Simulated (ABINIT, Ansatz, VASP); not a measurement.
## One structure in several programs: Se (P3_121, 3 atoms in the cell)

Self-consistent single point.

```xyz
3
Lattice="2.2103 -3.8284 0.0000 2.2103 3.8284 0.0000 0.0000 0.0000 5.0074" Properties=species:S:1:pos:R:3 pbc="T T T"
Se     0.4973     0.8614     3.3383
Se     3.4260     0.0000     0.0000
Se     0.4973    -0.8614     1.6691
```

Shared settings, as Ansatz (an electronic-structure program) writes them: kpoints.mp_grid.grid = 6 6 5; scf.occupations.method = fermi_dirac; scf.occupations.width = 0.01 eV. Potentials and cutoffs stand in the table.

```
code                                                                             model  pressure (GPa)  largest force (eV/Å)  gap on the mesh (eV)   cutoff
------  ------------------------------------------------------------------------------  --------------  --------------------  --------------------  -------
VASP                                        PBEsol, VASP's PBE PAW potentials (set 64)           -1.42                 0.001                 1.257   300 eV
Ansatz                                         PBEsol, default PAW files made with PBE           -1.59                 0.042                 1.258  default
ABINIT  PBEsol, norm-conserving pseudopotentials (PseudoDojo nc-sr-04 PBEsol standard)           -1.55                 0.023                 1.248    43 Ha
```

Gaps are read on the mesh.

The spread over the programs that give each value: pressure within 0.17 GPa; largest force within 0.041 eV/Å; gap on the mesh within 0.010 eV.

Ansatz's pressure is given at a fixed set of plane waves, as the other plane-wave codes print theirs.

VASP's run is marked for a possible Pulay error in its stress at this cutoff; no cutoff test was made.

The starting cell has typed, rounded lattice constants, without a prior relaxation at this level. Its lattice was rescaled by a random factor within 2.5 % of one.

Left out of this page: Quantum ESPRESSO, GPAW, CP2K, PySCF, Elk, FLEUR and SIESTA (not drawn, or without a comparable value).

Keys are those of Ansatz 0.2.
